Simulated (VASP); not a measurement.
Data:

```xyz
2
Lattice="1.7474 -3.0265 0.0000 1.7474 3.0265 0.0000 0.0000 0.0000 5.5932" Properties=species:S:1:pos:R:3 pbc="T T T"
Tl     1.7474     1.0088     1.3983
Tl     1.7474    -1.0088     4.1949
```

Computed with optB86b-vdW, VASP's PBE PAW potentials (set 64) (plane waves; VASP). Numerical set-up: 520 eV cut-off, Gaussian smearing of 0.050 eV, potentials Tl_d.

Unless said otherwise, spin-orbit coupling is left out, though it shifts the bands of the heavy elements here.

Task: What does the run give for the band gap (along the path) with the smallest direct gap where there is one?

Result: 
```
Property                                                     Result
-------------------------  ----------------------------------------
band gap (along the path)  none (metal, semimetal or under 0.01 eV)
```

Only differences to runs with the same potentials and settings are physical.

The compound is Tl in the hcp structure. It was relaxed first.
